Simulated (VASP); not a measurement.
# KMgF3: lattice, stiffness and zone-centre modes, part 2 of 2

What lattice, stiffness and vibrations does KMgF3 have at one level of theory? The starting structure is a measured crystal structure from the Crystallography Open Database. All runs use PBEsol.

VASP 6.6.1.

So far. Step 3 (Elastic constants): The elastic tensor has C11 = 144.4, C12 = 41.6, C44 = 47.2 GPa; its Hill averages are a bulk modulus of 75.9 and a shear modulus of 48.8 GPa. Step 4 (Modes of the relaxed cell): The zone-centre modes at 12.653 Å³ an atom are T1u (3) 468.8, T1u (2) 284.4, T2u 185.1, T1u (1) 148.1 cm⁻¹.

## (5) Modes at 0.97 of that volume

Level of this step: PBEsol; plane waves and PAW (K_sv, Mg, F) (VASP).

Shape and positions were first relaxed at this volume, in a run that isn't shown.

File INCAR:

```
SYSTEM = KMgF3
PREC = Accurate
ENCUT = 560
EDIFF = 1E-08
NELM = 100
ISMEAR = 0
SIGMA = 0.03
LREAL = .FALSE.
ALGO = Normal
GGA = PS
NBANDS = 22
LORBIT = 11
LWAVE = .FALSE.
LCHARG = .FALSE.
KPAR = 8
IBRION = 8
LEPSILON = .TRUE.
LPEAD = .TRUE.
ISIF = 2
```

File POSCAR:

```
KMgF3
1.0
    3.9443816728      0.0000000000      0.0000000000
    0.0000000000      3.9443816728      0.0000000000
    0.0000000000      0.0000000000      3.9443816728
K Mg F
1 1 3
Direct
    0.5000000000      0.5000000000      0.5000000000
    0.0000000000      0.0000000000      0.0000000000
    0.0000000000      0.0000000000      0.5000000000
    0.0000000000      0.5000000000      0.0000000000
    0.5000000000      0.0000000000      0.0000000000
```

File KPOINTS:

```
Automatic mesh
0
Gamma
8 8 8
0 0 0
```

Potentials, in the order of the species: K_sv, Mg and F (PBE family, release 64).

On the command line:

```console
> mpirun -np 8 vasp_std
```

The log of the run:

```text
[... set-up lines as in an earlier step ...]
 entering main loop
       N       E                     dE             d eps       ncg     rms          rms(c)
DAV:   1     0.238148412461E+03    0.23815E+03   -0.18445E+04  1580   0.149E+03
DAV:   2    -0.148265778705E+02   -0.25297E+03   -0.24449E+03  1946   0.374E+02
DAV:   3    -0.264521651539E+02   -0.11626E+02   -0.11581E+02  2036   0.760E+01
DAV:   4    -0.271172141817E+02   -0.66505E+00   -0.66412E+00  2466   0.107E+01
[...]
DAV:  16    -0.252469959613E+02   -0.13988E-07   -0.33381E-09  1232   0.435E-04    0.259E-04
DAV:  17    -0.252469959746E+02   -0.13325E-07   -0.10725E-09   896   0.263E-04    0.400E-05
DAV:  18    -0.252469959753E+02   -0.62755E-09   -0.29182E-10   854   0.125E-04
   1 F= -.25246996E+02 E0= -.25246996E+02  d E =-.307463E-21
 Linear response reoptimize wavefunctions to high precision
DAV:   1    -0.252469959756E+02   -0.28831E-09   -0.48447E-11   860   0.475E-05
DAV:   2    -0.252469959756E+02   -0.16826E-10   -0.10852E-11   854   0.202E-05
 Linear response to external field (no local field effect), progress :
[...]
RMM:  13    -0.534888383939E+00   -0.60201E-08    0.11498E-08 11383   0.409E-05    0.216E-06
 first order change of Fermi-energy  -0.42791E-01
 force on displaced ion       3 direction 1 :  -2.849   0.000   0.000
 Born effective charge ion    3 direction 1 :  -0.967   0.000   0.000
 Linear response progress:
  Degree of freedom:   4/  4
       N       E                     dE             d eps       ncg     rms          rms(c)
RMM:   1    -0.534219528023E+00   -0.53422E+00    0.77514E-01  5587   0.387E+00
RMM:   2    -0.533490809301E+00    0.72872E-03   -0.65246E-03  5394   0.506E-01    0.107E-01
RMM:   3    -0.534985504050E+00   -0.14947E-02   -0.65460E-04  5236   0.135E-01    0.590E-02
RMM:   4    -0.537068874658E+00   -0.20834E-02   -0.60426E-04  5266   0.127E-01    0.129E-02
[...]
RMM:  12    -0.536982988247E+00    0.38147E-07   -0.33665E-08  6780   0.825E-05    0.167E-06
RMM:  13    -0.536982976189E+00    0.12058E-07   -0.74569E-09  6630   0.470E-05    0.114E-06
RMM:  14    -0.536982968657E+00    0.75319E-08   -0.11908E-08  6294   0.317E-05    0.280E-07
 first order change of Fermi-energy  -0.38569E-02
 force on displaced ion       3 direction 3 :   0.000  -0.000 -12.360
 Born effective charge ion    3 direction 3 :   0.000   0.000  -1.237
 Born effective charges drift removed
 Linear response finished
```

Run time: 1.9 min. Hardware: 8 MPI ranks of Intel Xeon 6975P-C (Granite Rapids), shared host; peak memory 5.3 GiB.

OUTCAR, selected parts (step 5):

```text
  Total        0.9399911      0.9399911      0.9399911      0.0000000      0.0000000     -0.0000000
  in kB       24.5412966     24.5412966     24.5412966      0.0000000      0.0000000     -0.0000000
  external PRESSURE =      24.5412966 kB  Pullay stress =       0.0000000 kB

 POSITION                                       TOTAL-FORCE (eV/Angst)
 -----------------------------------------------------------------------------------
      1.97219      1.97219      1.97219         0.000000      0.000000      0.000000
      0.00000      0.00000      0.00000         0.000000      0.000000      0.000000
      0.00000      0.00000      1.97219         0.000000      0.000000      0.000000
      0.00000      1.97219      0.00000         0.000000      0.000000      0.000000
      1.97219      0.00000      0.00000         0.000000      0.000000      0.000000
 -----------------------------------------------------------------------------------
    total drift:                                0.000000     -0.000000      0.000000

 MACROSCOPIC STATIC DIELECTRIC TENSOR (including local field effects in DFT)
 ------------------------------------------------------
           2.110769    -0.000000     0.000000
           0.000000     2.110769     0.000000
          -0.000000     0.000000     2.110769
 ------------------------------------------------------

 MACROSCOPIC STATIC DIELECTRIC TENSOR IONIC CONTRIBUTION
 ------------------------------------------------------
           4.185249     0.000000     0.000000
           0.000000     4.185249     0.000000
           0.000000     0.000000     4.185249
 ------------------------------------------------------

[... 1 part as in an earlier step ...]

[... 1 further part left out ...]
```

The zone-centre modes at 12.273 Å³ an atom are T1u (3) 502.9, T1u (2) 284.8, T2u 185.4, T1u (1) 158.9 cm⁻¹.

## (6) Modes at 1.03 of that volume

Shape and positions were first relaxed at this volume, in a run that isn't shown.

INCAR is that of step 5.

POSCAR, as its differences from that of step 5:

```diff
@@ -2,5 +2,5 @@
 1.0
-    3.9443816728      0.0000000000      0.0000000000
-    0.0000000000      3.9443816728      0.0000000000
-    0.0000000000      0.0000000000      3.9443816728
+    4.0240876256      0.0000000000      0.0000000000
+    0.0000000000      4.0240876256      0.0000000000
+    0.0000000000      0.0000000000      4.0240876256
 K Mg F
```

KPOINTS is that of step 5.

On the command line:

```console
> mpirun -np 8 vasp_std
```

The log of the run:

```text
[... set-up lines as in an earlier step ...]
 entering main loop
       N       E                     dE             d eps       ncg     rms          rms(c)
DAV:   1     0.243928126662E+03    0.24393E+03   -0.17893E+04  1564   0.146E+03
DAV:   2    -0.141571786748E+02   -0.25809E+03   -0.24935E+03  2020   0.372E+02
DAV:   3    -0.264542684601E+02   -0.12297E+02   -0.12245E+02  2084   0.780E+01
DAV:   4    -0.271301874388E+02   -0.67592E+00   -0.67504E+00  2442   0.107E+01
[...]
DAV:  16    -0.252564303953E+02   -0.33203E-07   -0.74730E-09  1386   0.667E-04    0.773E-04
DAV:  17    -0.252564304359E+02   -0.40552E-07   -0.23410E-08  1566   0.108E-03    0.599E-05
DAV:  18    -0.252564304376E+02   -0.16798E-08   -0.84471E-10   884   0.189E-04
   1 F= -.25256430E+02 E0= -.25256430E+02  d E =-.105015E-20
 Linear response reoptimize wavefunctions to high precision
DAV:   1    -0.252564304376E+02   -0.73214E-10   -0.22275E-10   896   0.776E-05
 Linear response to external field (no local field effect), progress :
  Direction:   1
[...]
RMM:  13    -0.535437131801E+00   -0.94602E-08   -0.88455E-09 11520   0.425E-05    0.130E-06
 first order change of Fermi-energy  -0.75163E-02
 force on displaced ion       3 direction 1 :  -2.714   0.000   0.000
 Born effective charge ion    3 direction 1 :  -0.960   0.000   0.000
 Linear response progress:
  Degree of freedom:   4/  4
       N       E                     dE             d eps       ncg     rms          rms(c)
RMM:   1    -0.534129895828E+00   -0.53413E+00    0.77227E-01  5604   0.385E+00
RMM:   2    -0.533787868918E+00    0.34203E-03   -0.64001E-03  5390   0.489E-01    0.104E-01
RMM:   3    -0.535228007979E+00   -0.14401E-02   -0.63700E-04  5273   0.134E-01    0.580E-02
RMM:   4    -0.537241819451E+00   -0.20138E-02   -0.58302E-04  5295   0.124E-01    0.128E-02
[...]
RMM:  12    -0.537133832800E+00    0.74304E-07   -0.18720E-08  6960   0.833E-05    0.123E-06
RMM:  13    -0.537133821715E+00    0.11086E-07    0.79841E-09  6634   0.470E-05    0.104E-06
RMM:  14    -0.537133815920E+00    0.57947E-08    0.34527E-09  6283   0.305E-05    0.310E-07
 first order change of Fermi-energy   0.42540E-03
 force on displaced ion       3 direction 3 :   0.000   0.000  -9.666
 Born effective charge ion    3 direction 3 :   0.000   0.000  -1.263
 Born effective charges drift removed
 Linear response finished
```

Run time: 1.9 min. Hardware: 8 MPI ranks; peak memory 5.8 GiB.

Parts of OUTCAR (step 6):

```text
  Total       -0.8279914     -0.8279914     -0.8279914     -0.0000000      0.0000000      0.0000000
  in kB      -20.3579528    -20.3579528    -20.3579528     -0.0000000      0.0000000      0.0000000
  external PRESSURE =     -20.3579528 kB  Pullay stress =       0.0000000 kB

 POSITION                                       TOTAL-FORCE (eV/Angst)
 -----------------------------------------------------------------------------------
      2.01204      2.01204      2.01204         0.000000      0.000000      0.000000
      0.00000      0.00000      0.00000         0.000000      0.000000      0.000000
      0.00000      0.00000      2.01204         0.000000      0.000000      0.000000
      0.00000      2.01204      0.00000         0.000000      0.000000      0.000000
      2.01204      0.00000      0.00000         0.000000      0.000000      0.000000
 -----------------------------------------------------------------------------------
    total drift:                                0.000000      0.000000     -0.000000

 MACROSCOPIC STATIC DIELECTRIC TENSOR (including local field effects in DFT)
 ------------------------------------------------------
           2.082538     0.000000    -0.000000
           0.000000     2.082538     0.000000
          -0.000000    -0.000000     2.082538
 ------------------------------------------------------

 MACROSCOPIC STATIC DIELECTRIC TENSOR IONIC CONTRIBUTION
 ------------------------------------------------------
           5.172341     0.000000     0.000000
           0.000000     5.172341     0.000000
           0.000000     0.000000     5.172341
 ------------------------------------------------------

[... 1 part as in an earlier step ...]

[... 1 further part left out ...]
```

The zone-centre modes at 13.033 Å³ an atom are T1u (3) 435.7, T1u (2) 282.8, T2u 182.3, T1u (1) 137.0 cm⁻¹.

## (7) All runs side by side

```
                         run  volume (Å³/atom)  T1u (3)  T1u (2)    T2u  T1u (1)  core minutes
                  relaxation            12.653        -        -      -        -         0.507
           elastic constants            12.653        -        -      -        -          23.1
   modes of the relaxed cell            12.653    468.8    284.4  185.1    148.1          14.7
modes at 0.97 of that volume            12.273    502.9    284.8  185.4    158.9          15.6
modes at 1.03 of that volume            13.033    435.7    282.8  182.3    137.0          14.9
```

Modes are in cm⁻¹, degenerate ones as one, matched by symmetry and order. A number in brackets counts the listed modes of one symmetry from the lowest. The symmetry labels come from an automatic analysis and can be wrong where levels nearly coincide. Core minutes are wall time times ranks of the run shown, on a shared host.

## (8) Results

```
relaxed volume                 : 12.65 Å³/atom
bulk modulus from two volumes  : 74.2 GPa
Hill shear modulus             : 48.8 GPa
mode T1u (3)                   : 468.8 cm⁻¹
mode T1u (2)                   : 284.4 cm⁻¹
mode T2u                       : 185.1 cm⁻¹
mode T1u (1)                   : 148.1 cm⁻¹
Grüneisen parameter of T1u (3) : 2.39
Grüneisen parameter of T1u (2) : 0.12
Grüneisen parameter of T2u     : 0.29
Grüneisen parameter of T1u (1) : 2.47
```

In words: At the PBEsol level KMgF3 relaxes to 12.65 Å³ an atom. The bulk modulus is 74.2 GPa from the pressures at two volumes and 75.9 GPa as the Hill average of the elastic tensor, so the two routes agree. The mode Grüneisen parameters, from the cells at 0.97 and 1.03 of the volume, run from 0.12 (T1u (2)) to 2.47 (T1u (1)). The dielectric constants and Born charges in the logs aren't compared here; at a small gap they can be far off, and in a run without a gap they mean nothing. The frequencies are harmonic, and the splitting of polar modes by their long-range field is left out. All values are for a static lattice. Further runs on this material are not shown.

[Lines on the potential files, build, host, timing and source positions are cut from VASP's logs without a mark.]

[Logs are printed without paths, hosts, clocks, repeated set-up lines and the standing remarks that a program may print on its own settings, such as how far it seeks lower states.]

[Hosts, paths, dates, database ids (printed as entryN), source tags and the programs' standing remarks are cut or masked in the printed files.]
